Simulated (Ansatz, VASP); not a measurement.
# TlBiSe3: VASP beside Ansatz

One calculation is typed for both programs; each brings its own data sets. How far apart do they land? The cell is generated by rule, not measured, and may not be a known phase. The cell is taken from a series of runs on this material, whose earlier steps may have relaxed, scaled, displaced or heated it; both programs get it as it stands.

Calculated with Ansatz 0.2.0; plane waves, with VASP 6.6.1 beside it; relaxation of cell and atoms at PBEsol.

The structure was built from a prototype and need not be the compound's stable phase.

## 1. The structure

The structure is orthorhombic, space group Pmma (No. 51). The conventional cell has a = 7.792 Å, b = 4.314 Å, c = 8.709 Å, α = 90.00°, β = 90.00°, γ = 90.00°. Nearest to Tl lie 5 Se at 3.25 to 3.26 Å. Nearest to Bi lie 6 Se at 2.83 to 3.02 Å. Se has 4 Se at 2.93 Å and 2 Bi at 3.02 Å nearest. Nearest to Se lie 2 Bi at 2.83 Å and 4 Tl at 3.26 Å. Nearest to Se lie 2 Bi at 2.89 Å and 4 Se at 2.93 Å and 1 Tl at 3.25 Å. Farther neighbours and most contacts between anions are not listed.

Structure file:

```xyz
10
Lattice="7.7925 0.0000 0.0000 0.0000 4.3140 0.0000 0.0000 0.0000 8.7088" Properties=species:S:1:pos:R:3 pbc="T T T"
Tl    1.9481    0.0000    2.8702
Tl    5.8444    0.0000    5.8386
Bi    1.9481    2.1570    6.4058
Bi    5.8444    2.1570    2.3030
Se    3.8962    2.1570    0.0000
Se    0.0000    2.1570    4.3544
Se    0.0000    2.1570    0.0000
Se    3.8962    2.1570    4.3544
Se    1.9481    0.0000    8.3309
Se    5.8444    0.0000    0.3779
```

## 2. VASP: relaxation of cell and atoms, PBEsol

The relaxed volume is the usual yardstick between codes: in a stiff, nearly cubic crystal its relative difference is about their pressure difference at one cell divided by the bulk modulus.

Lines of VASP's logs that name or quote its potential files are left out, and so is its time.

The input, INCAR:

```
SYSTEM = TlBiSe3
PREC = Accurate
ENCUT = 500
EDIFF = 1E-07
NELM = 120
ISMEAR = 1
SIGMA = 0.2
LREAL = .FALSE.
ALGO = Normal
GGA = PS
NBANDS = 57
LORBIT = 11
LWAVE = .FALSE.
LCHARG = .FALSE.
ISIF = 3
IBRION = 2
NSW = 80
EDIFFG = -0.005
LASPH = .TRUE.
GGA_COMPAT = .FALSE.
NELMIN = 4
KPAR = 2
```

The input, POSCAR:

```
TlBiSe3
1.0
    7.7924890000      0.0000000000      0.0000000000
    0.0000000000      4.3140270000      0.0000000000
    0.0000000000      0.0000000000      8.7088070000
Tl Bi Se
2 2 6
Direct
    0.2499999679      0.0000000000      0.3295718920
    0.7500000321      0.0000000000      0.6704281080
    0.2499999679      0.4999998841      0.7355587281
    0.7500000321      0.4999998841      0.2644412719
    0.5000000642      0.4999998841      0.0000000000
    0.0000000000      0.4999998841      0.4999999426
    0.0000000000      0.4999998841      0.0000000000
    0.5000000642      0.4999998841      0.4999999426
    0.2499999679      0.0000000000      0.9566064560
    0.7500000321      0.0000000000      0.0433935440
```

The input, KPOINTS:

```
Automatic mesh
0
Gamma
6 8 4
0 0 0
```

The projector-augmented-wave data sets are Tl_d, Bi_d and Se (PBE family, release 64).

Command:

```sh
$ mpirun -np 2 vasp_std
```

Numbers of over 12 decimals in the logs are rounded to 6 here.

Output:

```text
[banner, memory and clock lines left out]
running    2 mpi-ranks, on    1 nodes
 distrk:  each k-point on    1 cores,    2 groups
 distr:  one band on    1 cores,    1 groups

 POSCAR found type information on POSCAR TlBiSe
 POSCAR found :  3 types and      10 ions
|                                                                             |
|               ----> ADVICE to this user running VASP <----                  |
|                                                                             |
|     You enforced a specific xc type in the INCAR file but a different       |
|     [... a line on the potential file left out ...]
|     I HOPE YOU KNOW WHAT YOU ARE DOING!                                     |
|                                                                             |

 LDA part: xc-table for (Slater+PW92), standard interpolation
 POSCAR, INCAR and KPOINTS ok, starting setup
 FFT: planning ... GRIDC
 FFT: planning ... GRID_SOFT
 FFT: planning ... GRID
 WAVECAR not read
 entering main loop
       N       E                     dE             d eps       ncg     rms          rms(c)
DAV:   1     0.777559834521E+03    0.77756E+03   -0.42148E+04  6864   0.151E+03
DAV:   2     0.554648422785E+02   -0.72209E+03   -0.69744E+03  7390   0.370E+02
DAV:   3    -0.340901538307E+02   -0.89555E+02   -0.85930E+02  8398   0.138E+02
DAV:   4    -0.387210754551E+02   -0.46309E+01   -0.45500E+01  7941   0.313E+01
DAV:   5    -0.389047150352E+02   -0.18364E+00   -0.18332E+00  9935   0.649E+00    0.814E+00
DAV:   6    -0.376287955121E+02    0.12759E+01   -0.26269E+00  8983   0.641E+00    0.494E+00
DAV:   7    -0.376251430487E+02    0.36525E-02   -0.85352E-01  8248   0.249E+00    0.222E+00
DAV:   8    -0.376152448151E+02    0.98982E-02   -0.10522E-01  8029   0.154E+00    0.501E-01
DAV:   9    -0.376136932421E+02    0.15516E-02   -0.16323E-02  7796   0.525E-01    0.125E-01
DAV:  10    -0.376137955380E+02   -0.10230E-03   -0.28850E-03  9488   0.187E-01    0.716E-02
DAV:  11    -0.376139095410E+02   -0.11400E-03   -0.34276E-04  7900   0.835E-02    0.192E-02
DAV:  12    -0.376139248125E+02   -0.15272E-04   -0.47863E-05  8052   0.270E-02    0.680E-03
DAV:  13    -0.376139263856E+02   -0.15731E-05   -0.62656E-06  9098   0.102E-02    0.348E-03
DAV:  14    -0.376139265296E+02   -0.14398E-06   -0.79753E-07  7204   0.332E-03    0.119E-03
DAV:  15    -0.376139264840E+02    0.45593E-07   -0.11376E-07  5140   0.151E-03
   1 F= -.37613926E+02 E0= -.37613930E+02  d E =-.376139E+02
[... from here on, the cycles between the ionic steps are left out ...]
   2 F= -.37614097E+02 E0= -.37614149E+02  d E =-.170596E-03
   3 F= -.37614226E+02 E0= -.37614378E+02  d E =-.299870E-03
   4 F= -.37614336E+02 E0= -.37614565E+02  d E =-.109756E-03
   5 F= -.37614380E+02 E0= -.37614705E+02  d E =-.153305E-03
   6 F= -.37614417E+02 E0= -.37614787E+02  d E =-.371182E-04
   7 F= -.37614484E+02 E0= -.37614989E+02  d E =-.104070E-03
   8 F= -.37614418E+02 E0= -.37615199E+02  d E =-.383821E-04
   9 F= -.37614492E+02 E0= -.37615067E+02  d E =-.112558E-03
 curvature:  -0.44 expect dE=-0.113E-04 dE for cont linesearch -0.415E-09
 trial: gam= 0.48023 g(F)=  0.105E-04 g(S)=  0.152E-04 ort =-0.271E-06 (trialstep = 0.161E+01)
 search vector abs. value=  0.434E-04
 bond charge predicted
       N       E                     dE             d eps       ncg     rms          rms(c)
DAV:   1    -0.376145746523E+02   -0.82394E-04   -0.10449E-02  7252   0.404E-01    0.492E-02
DAV:   2    -0.376145482079E+02    0.26444E-04   -0.42649E-04  8913   0.108E-01    0.258E-02
DAV:   3    -0.376145257967E+02    0.22411E-04   -0.37557E-05  9406   0.379E-02    0.106E-02
DAV:   4    -0.376145237141E+02    0.20825E-05   -0.80514E-06  9419   0.151E-02    0.306E-03
DAV:   5    -0.376145239041E+02   -0.18995E-06   -0.72036E-07  7652   0.477E-03    0.939E-04
DAV:   6    -0.376145239607E+02   -0.56612E-07   -0.66436E-08  4157   0.147E-03
  10 F= -.37614524E+02 E0= -.37615114E+02  d E =-.317437E-04
 trial-energy change:   -0.000032  1 .order   -0.000031   -0.000041   -0.000021
 step:   3.3614(harm=  3.3614)  dis= 0.00269  next Energy=   -37.614535 (dE=-0.430E-04)
 reached required accuracy - stopping structural energy minimisation
```

From OUTCAR (step 2):

```text
ion  position               nearest neighbor table
   1  0.250  0.000  0.330-   9 3.25   6 3.26   8 3.26   6 3.26   8 3.26
   2  0.750  0.000  0.670-  10 3.25   8 3.26   6 3.26   8 3.26   6 3.26
   3  0.250  0.500  0.736-   6 2.83   8 2.83   9 2.89   9 2.89   7 3.02   5 3.02
   4  0.750  0.500  0.264-   8 2.83   6 2.83  10 2.89  10 2.89   5 3.02   7 3.02
   5  0.500  0.500  0.000-   4 3.02   3 3.02
   6  0.000  0.500  0.500-   4 2.83   3 2.83   1 3.26   2 3.26   1 3.26   2 3.26
   7  0.000  0.500  0.000-   3 3.02   4 3.02
   8  0.500  0.500  0.500-   4 2.83   3 2.83   2 3.26   1 3.26   2 3.26   1 3.26
   9  0.250  0.000  0.957-   3 2.89   3 2.89   1 3.25
  10  0.750  0.000  0.043-   4 2.89   4 2.89   2 3.25

  LATTYP: Found a simple orthorhombic cell.
 ALAT       =     4.3140270000
 B/A-ratio  =     1.8063143787
 C/A-ratio  =     2.0187187053

 Subroutine GETGRP returns: Found  8 space group operations
 (whereof  4 operations were pure point group operations)

The static configuration has the point symmetry C_2h.
 The point group associated with its full space group is D_2h.

 Found     60 irreducible k-points:

   k-points           NKPTS =     60   k-points in BZ     NKDIM =     60   number of bands    NBANDS=     57

   dimension x,y,z NGX =    60 NGY =   32 NGZ =   64
   dimension x,y,z NGXF=   120 NGYF=   64 NGZF=  128

   ENCUT  =  500.0 eV  36.75 Ry    6.06 a.u.  14.21  7.87 15.88*2*pi/ulx,y,z

   NELECT =      92.0000    total number of electrons

 k-points in reciprocal lattice and weights: Automatic mesh
   0.00000000  0.00000000  0.00000000       0.005
   0.16666667  0.00000000  0.00000000       0.010
   0.33333333  0.00000000  0.00000000       0.010
   0.50000000  0.00000000  0.00000000       0.005
   0.00000000  0.12500000  0.00000000       0.010
   0.16666667  0.12500000  0.00000000       0.021
   0.33333333  0.12500000  0.00000000       0.021
   0.50000000  0.12500000  0.00000000       0.010
   0.00000000  0.25000000  0.00000000       0.010
[...]
0.33333333  0.50000000  0.50000000       0.010
   0.50000000  0.50000000  0.50000000       0.005

 average (electrostatic) potential at core
       1 -84.5100       2 -84.5100       3-106.9844       4-106.9844       5 -54.0879
       6 -53.5135       7 -54.0880       8 -53.5135       9 -54.5604      10 -54.5604

 E-fermi :   4.3735

 k-point     1 :       0.0000    0.0000    0.0000
  band No.  band energies     occupation
    ...
     42       2.8935      2.00000
     43       3.0040      2.00000
     44       3.2329      2.00000
     45       3.4624      2.00000
     46       3.9963      2.02272
     47       4.5311      0.02606
     48       4.5478     -0.01228
     49       4.8925     -0.00150
     50       5.3628     -0.00000
     51       5.6055     -0.00000
    ...

 k-point     2 :       0.1667    0.0000    0.0000
  band No.  band energies     occupation
    ...
     42       2.7819      2.00000
     43       3.0322      2.00000
     44       3.1576      2.00000
     45       3.3938      2.00000
     46       4.2050      2.00033
     47       4.6248     -0.07062
     48       4.6434     -0.06689
     49       4.7591     -0.02005
     50       5.4513     -0.00000
     51       5.6349     -0.00000
    ...

 k-point     3 :       0.3333    0.0000    0.0000
  band No.  band energies     occupation
    ...
     43       3.2256      2.00000
     44       3.2901      2.00000
     45       3.4575      2.00000
     46       4.0654      2.05164
     47       4.3816      0.93122
     48       4.5055      0.10981
     49       5.3709     -0.00000
     50       5.6918     -0.00000
     51       5.9830     -0.00000
     52       6.4662     -0.00000
    ...

  Total       -0.0083601      0.0188908     -0.0210417      0.0000000      0.0000000      0.0000000
  in kB       -0.0458270      0.1035527     -0.1153432      0.0000000      0.0000000      0.0000000
  external PRESSURE =      -0.0192058 kB  Pullay stress =       0.0000000 kB

  energy-cutoff  :      500.00
  volume of cell :      292.28
      direct lattice vectors                 reciprocal lattice vectors
     7.799951363  0.000000000  0.000000000     0.128205928  0.000000000 -0.000000000
     0.000000000  4.295944775  0.000000000     0.000000000  0.232777666  0.000000000
     0.000000000  0.000000000  8.722665681    -0.000000000  0.000000000  0.114643853

 POSITION                                       TOTAL-FORCE (eV/Angst)
 -----------------------------------------------------------------------------------
      1.94999      0.00000      2.87459         0.000000      0.000000      0.003459
      5.84996      0.00000      5.84807        -0.000000      0.000000     -0.003459
      1.94999      2.14797      6.41176         0.000000      0.000000     -0.001212
      5.84996      2.14797      2.31091         0.000000      0.000000      0.001212
      3.89998      2.14797      8.72267         0.000000      0.000000      0.000000
      0.00000      2.14797      4.36133         0.000000      0.000000      0.000000
      0.00000      2.14797      8.72267         0.000000      0.000000      0.000000
      3.89998      2.14797      4.36133         0.000000      0.000000      0.000000
      1.94999      0.00000      8.35529         0.000000      0.000000      0.004960
      5.84996      0.00000      0.36737        -0.000000      0.000000     -0.004960
 -----------------------------------------------------------------------------------
    total drift:                               -0.001699      0.001895      0.001276

  FREE ENERGIE OF THE ION-ELECTRON SYSTEM (eV)
  ---------------------------------------------------
  free  energy   TOTEN  =       -37.6145239607 eV

  energy  without entropy=      -37.6162945114  energy(sigma->0) =      -37.61511414

 reached required accuracy - stopping structural energy minimisation

 total charge
# of ion       s       p       d       tot
------------------------------------------
    1        1.268   0.197   9.659  11.124
    2        1.268   0.197   9.659  11.124
    3        1.591   1.121   9.959  12.671
    4        1.591   1.121   9.959  12.671
    5        1.519   2.149   0.033   3.700
    6        1.479   2.293   0.020   3.792
    7        1.519   2.149   0.033   3.700
    8        1.479   2.293   0.020   3.792
    9        1.533   2.117   0.045   3.695
   10        1.533   2.117   0.045   3.695
--------------------------------------------------
tot         14.779  15.754  39.431  69.964

[... 3 further parts left out ...]
```

CONTCAR:

```
TlBiSe3
   1.00000000000000
     7.7999513630658832    0.0000000000000000    0.0000000000000000
     0.0000000000000000    4.2959447749882544    0.0000000000000000
     0.0000000000000001    0.0000000000000000    8.7226656813843757
  Tl              Bi              Se
     2     2     6
Direct
     0.2499999679000027    0.0000000000000000    0.3295542348001864
     0.7500000320999973    0.0000000000000000    0.6704457651998137
     0.2499999679000027    0.4999998840999993    0.7350684556716856
     0.7500000320999973    0.4999998840999993    0.2649315443283146
     0.5000000642000018    0.4999998840999993    1.0000000000000000
     0.0000000000000000    0.4999998840999993    0.4999999425999988
     0.0000000000000000    0.4999998840999993    1.0000000000000000
     0.5000000642000018    0.4999998840999993    0.4999999425999988
     0.2499999679000027    0.0000000000000000    0.9578830005724789
     0.7500000320999973    0.0000000000000000    0.0421169994275211
```

(Continued in part 2 of 2.)

[Lines on the potential files, build, host, timing and source positions are cut from VASP's logs without a mark.]

[Logs are printed without paths, hosts, clocks, repeated set-up lines and the standing remarks that a program may print on its own settings, such as how far it seeks lower states.]

[Hosts, paths, dates, database ids (printed as entryN), source tags and the programs' standing remarks are cut or masked in the printed files.]
